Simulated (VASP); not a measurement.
# NaScSe2 (P4/mmm) in VASP: relaxation of cell and atoms with LDA

Aim: the relaxation of cell and atoms of NaScSe2 with LDA.

Everything below comes from runs of VASP 6.6.1. Logs are shortened: lines on timing, memory, paths and dates and some standing lists are left out, and cuts for length are marked.

## (1) The structure

Symmetry: P4/mmm, No. 123, tetragonal system. The conventional cell has a = 4.025 Å, b = 4.025 Å, c = 5.462 Å, α = 90.00°, β = 90.00°, γ = 90.00°. Na (site symmetry 4/mmm) is surrounded by 6 Se at 2.73 to 2.85 Å. Se (site symmetry 4/mmm) is surrounded by 2 Na at 2.73 Å and 4 Sc at 2.85 Å. Se (site symmetry 4/mmm) has 2 Sc at 2.73 Å and 4 Na at 2.85 Å as nearest neighbours. Sc (site symmetry 4/mmm) has 6 Se at 2.73 to 2.85 Å as nearest neighbours.

The cell was built by a generator and needn't be a form met in nature.

## (2) Relaxation of cell and atoms, LDA

INCAR reads:

```
SYSTEM = NaScSe2
ALGO = Normal ; EDIFF = 1E-6
EDIFFG = -0.005 ; ENCUT = 600
IBRION = 2 ; ISIF = 3
ISMEAR = -1 ; LASPH = .True.
LCHARG = .False. ; LREAL = .False.
LWAVE = .False. ; NELM = 100
NSW = 80 ; PREC = Accurate
SIGMA = 0.02
```

KPOINTS reads:

```
k-points
0
Gamma
  6 6 4
  0 0 0
```

POSCAR reads:

```
NaScSe2
1.0
    4.0247332358      0.0000000000      0.0000000000
    0.0000000000      4.0247332358      0.0000000000
    0.0000000000      0.0000000000      5.4623696768
Na Se Sc
1 2 1
Direct
    0.0000000000      0.0000000000      0.0000000000
    0.0000000000      0.0000000000      0.5000000000
    0.5000000000      0.5000000000      0.0000000000
    0.5000000000      0.5000000000      0.5000000000
```

Potentials or basis: VASP PAW LDA potentials, release 64 (Na_pv, Se, Sc_sv).

Run with:

```bash
$ cat potpaw_LDA.64/Na_pv/POTCAR potpaw_LDA.64/Se/POTCAR potpaw_LDA.64/Sc_sv/POTCAR > POTCAR
$ mpirun -np 1 vasp_std > vasp.out
```

OUTCAR:

```text
SYSTEM = NaScSe2
   EDIFF = 1E-6
   EDIFFG = -0.005
   ENCUT = 600
   IBRION = 2
   ISIF = 3
   ISMEAR = -1
   LASPH = .True.
   LREAL = .False.
   NELM = 100
   NSW = 80
   PREC = Accurate

 ion  position               nearest neighbor table
   1  0.000  0.000  0.000-   2 2.73   2 2.73
   2  0.000  0.000  0.500-   1 2.73   1 2.73   4 2.85   4 2.85   4 2.85   4 2.85
   3  0.500  0.500  0.000-   4 2.73   4 2.73
   4  0.500  0.500  0.500-   3 2.73   3 2.73   2 2.85   2 2.85   2 2.85   2 2.85

  LATTYP: Found a simple tetragonal cell.
 ALAT       =     4.0247332358
 C/A-ratio  =     1.3572004296

  Lattice vectors:

 A1 = (   4.0247332358,   0.0000000000,   0.0000000000)
 A2 = (   0.0000000000,   4.0247332358,   0.0000000000)
 A3 = (   0.0000000000,   0.0000000000,   5.4623696768)

Analysis of symmetry for initial positions (statically):
=====================================================================
 Subroutine PRICEL returns:
 Original cell was already a primitive cell.

 Routine SETGRP: Setting up the symmetry group for a
 simple tetragonal supercell.

 Subroutine GETGRP returns: Found 16 space group operations
 (whereof 16 operations were pure point group operations)
 out of a pool of 16 trial point group operations.

The static configuration has the point symmetry D_4h.

Analysis of symmetry for dynamics (positions and initial velocities):
=====================================================================
 Subroutine PRICEL returns:
 Original cell was already a primitive cell.

 Routine SETGRP: Setting up the symmetry group for a
 simple tetragonal supercell.

 Subroutine GETGRP returns: Found 16 space group operations
 (whereof 16 operations were pure point group operations)
 out of a pool of 16 trial point group operations.

The dynamic configuration has the point symmetry D_4h.

 Subroutine INISYM returns: Found 16 space group operations
 (whereof 16 operations are pure point group operations),
 and found     1 'primitive' translations

----------------------------------------------------------------------------------------

                                     Primitive cell

  volume of cell :      88.4821

  direct lattice vectors                    reciprocal lattice vectors
     4.024733236  0.000000000  0.000000000     0.248463672  0.000000000  0.000000000
     0.000000000  4.024733236  0.000000000     0.000000000  0.248463672  0.000000000
     0.000000000  0.000000000  5.462369677     0.000000000  0.000000000  0.183070729

  length of vectors
     4.024733236  4.024733236  5.462369677     0.248463672  0.248463672  0.183070729

  position of ions in fractional coordinates (direct lattice)
     0.000000000  0.000000000  0.000000000
     0.000000000  0.000000000  0.500000000
     0.500000000  0.500000000  0.000000000
     0.500000000  0.500000000  0.500000000

  ion indices of the primitive-cell ions
   primitive index   ion index
                 1           1
                 2           2
                 3           3
                 4           4

----------------------------------------------------------------------------------------

 KPOINTS: k-points

Automatic generation of k-mesh.
 Grid dimensions read from file:
 generate k-points for:    6    6    4

 Generating k-lattice:

  Cartesian coordinates                     Fractional coordinates (reciprocal lattice)
     0.041410612  0.000000000  0.000000000     0.166666667  0.000000000  0.000000000
     0.000000000  0.041410612  0.000000000     0.000000000  0.166666667  0.000000000
     0.000000000  0.000000000  0.045767682     0.000000000  0.000000000  0.250000000

  Length of vectors
     0.041410612  0.041410612  0.045767682

  Shift w.r.t. Gamma in fractional coordinates (k-lattice)
     0.000000000  0.000000000  0.000000000

 Subroutine IBZKPT returns following result:
 ===========================================

 Found     30 irreducible k-points:

 Following reciprocal coordinates:
            Coordinates               Weight
  0.000000  0.000000  0.000000      1.000000
  0.166667  0.000000  0.000000      4.000000
  0.333333  0.000000  0.000000      4.000000
  0.500000  0.000000  0.000000      2.000000
  0.166667  0.166667  0.000000      4.000000
  0.333333  0.166667  0.000000      8.000000
[... 16 lines left out ...]
  0.333333  0.000000  0.500000      4.000000
  0.500000  0.000000  0.500000      2.000000
 [... further k-points ...]
   k-points           NKPTS =     30   k-points in BZ     NKDIM =     30   number of bands    NBANDS=     19
   number of dos      NEDOS =    301   number of ions     NIONS =      4
   total plane-waves  NPLWV =  49152
   dimension x,y,z NGX =    32 NGY =   32 NGZ =   48
   dimension x,y,z NGXF=    64 NGYF=   64 NGZF=   96
   ions per type =               1   2   1
   NGX,Y,Z   is equivalent  to a cutoff of  13.22, 13.22, 14.61 a.u.
   NGXF,Y,Z  is equivalent  to a cutoff of  26.44, 26.44, 29.22 a.u.
 SYSTEM =  NaScSe2
   PREC   = accura    normal or accurate (medium, high low for compatibility)
   ISTART =      0    job   : 0-new  1-cont  2-samecut
   ICHARG =      2    charge: 1-file 2-atom 10-const
   ISPIN  =      1    spin polarized calculation?
   LNONCOLLINEAR =      F non collinear calculations
   LSORBIT =      F    spin-orbit coupling
   LASPH  =      T    aspherical Exc in radial PAW
   ENCUT  =  600.0 eV  44.10 Ry    6.64 a.u.   8.04  8.04 10.91*2*pi/ulx,y,z
   NELM   =    100;   NELMIN=  2; NELMDL= -5     # of ELM steps
   EDIFF  = 0.1E-05   stopping-criterion for ELM
   LREAL  =      F    real-space projection
   EDIFFG = -.5E-02   stopping-criterion for IOM
   NSW    =     80    number of steps for IOM
   IBRION =      2    ionic relax: 0-MD 1-quasi-New 2-CG
   NFREE  =      1    steps in history (QN), initial steepest desc. (CG)
   ISIF   =      3    stress and relaxation
   ISYM   =      2    0-nonsym 1-usesym 2-fastsym
   POTIM  = 0.5000    time-step for ionic-motion
   TEBEG  =    0.0;   TEEND  =   0.0 temperature during run
   PSTRESS=    0.0 pullay stress
   NELECT =      30.0000    total number of electrons
   NUPDOWN=      -1.0000    fix difference up-down
   EMIN   =  10.00;   EMAX   =-10.00  energy-range for DOS
   EFERMI =   0.00;   METHOD = LEGACY
   ISMEAR =    -1;   SIGMA  =   0.02  broadening in eV -4-tet -1-fermi 0-gaus
   EFERMI_NEDOS =   21; number of points for ismear=-14 and -15
   IALGO  =     38    algorithm
   IMIX   =      4    mixing-type and parameters
     AMIX     =   0.40;   BMIX     =  1.00
     AMIX_MAG =   1.60;   BMIX_MAG =  1.00
  volume/ion in A,a.u.               =      22.12       149.28
  Fermi-wavevector in a.u.,A,eV,Ry     =   1.141555  2.157226 17.730401  1.303148
  Thomas-Fermi vector in A             =   2.278255
   LORBIT       =      0    0 simple, 1 ext, 2 COOP (PROOUT), +10 PAW based schemes
   GGA     = CA    functional components
   LHFCALC =     F    Hartree Fock is set to
   AEXX    =    0.0000 exact exchange contribution
   IVDW    =     0    specifies the selected vdW correction
   LEPSILON=     F    determine dielectric tensor
   LRPA    =     F    only Hartree local field effects (RPA)
 conjugate gradient relaxation of ions
 non-spin polarized calculation
  energy-cutoff  :      600.00
  volume of cell :       88.48
 maximum number of plane-waves:      2980
   NGX = 17   NGY = 17   NGZ = 21

--------------------------------------- Ionic step        1  -------------------------------------------

 number of electron      30.0000001 magnetization

 Free energy of the ion-electron system (eV)
  ---------------------------------------------------
  ext. energy  EPLUGINS =         0.00000000
  ---------------------------------------------------
  free energy    TOTEN  =       -22.10758713 eV

  energy without entropy =      -22.10686203  energy(sigma->0) =      -22.10722458

 E-fermi :   2.8582     XC(G=0):  -9.7981

 val. band max:        2.8580300534   @ k =   0.0000   0.0000   0.2500
 cond. band min:       2.8866363289   @ k =   0.0000   0.0000   0.5000
 fundamental gap:      0.0286062756
 Fermi energy:         2.8582438091

 k-point     1 :       0.0000    0.0000    0.0000
  band No.  band energies     occupation
      1     -46.8316      2.00000
      2     -25.7963      2.00000
      3     -25.7963      2.00000
      4     -25.6680      2.00000
      5     -19.5055      2.00000
      6     -19.4594      2.00000
[... 11 lines left out ...]
     18       4.2730      0.00000
     19       4.2770      0.00000
[... 642 lines left out ...]
 POSITION                                       TOTAL-FORCE (eV/Angst)
 -----------------------------------------------------------------------------------
      0.00000      0.00000     -0.00000         0.000000      0.000000      0.000000
      0.00000      0.00000      2.67548         0.000000      0.000000      0.000000
      1.95431      1.95431     -0.00000         0.000000      0.000000      0.000000
      1.95431      1.95431      2.67548         0.000000     -0.000000      0.000000
 -----------------------------------------------------------------------------------
    total drift:                                0.000000     -0.000000     -0.000000

  FREE ENERGIE OF THE ION-ELECTRON SYSTEM (eV)
  ---------------------------------------------------
  free  energy   TOTEN  =       -22.2090079149 eV

  energy  without entropy=      -22.2078872489  energy(sigma->0) =      -22.20844758

--------------------------------------- Ionic step        5  -------------------------------------------

 number of electron      30.0000003 magnetization

 Free energy of the ion-electron system (eV)
  ---------------------------------------------------
  ext. energy  EPLUGINS =         0.00000000
  ---------------------------------------------------
  free energy    TOTEN  =       -22.20911112 eV

  energy without entropy =      -22.20797665  energy(sigma->0) =      -22.20854389

 E-fermi :   3.4264     XC(G=0): -10.1491

 val. band max:        3.4135178633   @ k =   0.0000   0.0000   0.5000
 cond. band min:       3.4378107349   @ k =   0.0000   0.0000   0.0000
 fundamental gap:      0.0242928716
 Fermi energy:         3.4263795538

 k-point     1 :       0.0000    0.0000    0.0000
  band No.  band energies     occupation
      1     -45.9216      2.00000
      2     -24.9020      2.00000
      3     -24.9020      2.00000
      4     -24.7993      2.00000
      5     -18.8837      2.00000
      6     -18.8274      2.00000
[... 11 lines left out ...]
     18       5.0301      0.00000
     19       5.0301      0.00000
[... 528 lines left out ...]
 POSITION                                       TOTAL-FORCE (eV/Angst)
 -----------------------------------------------------------------------------------
      0.00000      0.00000     -0.00000         0.000000      0.000000      0.000000
      0.00000      0.00000      2.67895         0.000000      0.000000      0.000000
      1.95244      1.95244     -0.00000         0.000000      0.000000      0.000000
      1.95244      1.95244      2.67895         0.000000     -0.000000      0.000000
 -----------------------------------------------------------------------------------
    total drift:                                0.000000     -0.000000     -0.000000

  FREE ENERGIE OF THE ION-ELECTRON SYSTEM (eV)
  ---------------------------------------------------
  free  energy   TOTEN  =       -22.2091111248 eV

  energy  without entropy=      -22.2079766480  energy(sigma->0) =      -22.20854389

 reached required accuracy - stopping structural energy minimisation
```

Wall time 1.9 min (1 thread of Intel Xeon Platinum 8488C (Sapphire Rapids), shared host); peak memory 0.23 GiB.

Results:

```yaml
Free_energy: -22.2091 eV
Relaxed_volume: 20.42 Å³/atom
Relaxed_cell: a = 3.905 Å, b = 3.905 Å, c = 5.358 Å, α = 90.00°, β = 90.00°, γ = 90.00°
Space_group_after_relaxing_to_0.05_Å: P4/mmm (No. 123)
Energy_gained_by_relaxing: 25.4 meV/atom
Ionic_steps: 5
Pressure_after_relaxing: 0.0 GPa
Band_gap_on_the_k_mesh: none (metal or under the smearing width)
```

Step by step:
| step | energy change (eV) | largest force (eV/Å) | pressure (GPa) | volume (Å³) |
| --- | --- | --- | --- | --- |
| 1 | 0.0000 | 0.0000 | -4.52 | 88.48 |
| 2 | -0.0939 | 0.0000 | 1.10 | 80.72 |
| 3 | -0.0980 | 0.0000 | -0.04 | 81.97 |
| 4 | -0.1014 | 0.0000 | -0.01 | 81.75 |
| 5 | -0.1015 | 0.0000 | 0.01 | 81.70 |

Final structure:
```yaml
crystal:
  lattice:
    - [3.90487, 0.00000, 0.00000]
    - [0.00000, 3.90487, 0.00000]
    - [0.00000, 0.00000, 5.35791]
  atoms:
    - { symbol: Na, position: [0.00000, 0.00000, 0.00000] }
    - { symbol: Se, position: [0.00000, 0.00000, 0.50000] }
    - { symbol: Se, position: [0.50000, 0.50000, 0.00000] }
    - { symbol: Sc, position: [0.50000, 0.50000, 0.50000] }
```

Levels at points of the mesh, in eV from the Fermi level:
```
           k point  band 11  band 12  band 13  band 14  band 15  band 16  band 17  band 18  band 19
(0.00, 0.00, 0.00)    -1.79    -1.79    -0.08     0.01     0.21     0.21     1.37     1.60     1.60
(0.50, 0.00, 0.00)    -2.74    -2.55    -2.55    -1.88    -0.13     1.80     2.15     2.47     2.67
(0.50, 0.50, 0.00)    -3.89    -1.53    -1.32    -1.18    -1.18     0.61     0.61     2.15     2.47
(0.00, 0.00, 0.50)    -2.42    -1.54    -1.54    -0.76    -0.76    -0.01     1.38     2.57     2.74
(0.50, 0.00, 0.50)    -4.13    -2.74    -2.45    -0.56    -0.38     2.19     2.65     2.80     4.20
(0.50, 0.50, 0.50)    -3.44    -2.80    -2.57    -2.57    -1.99     2.20     2.20     2.47     2.49
```
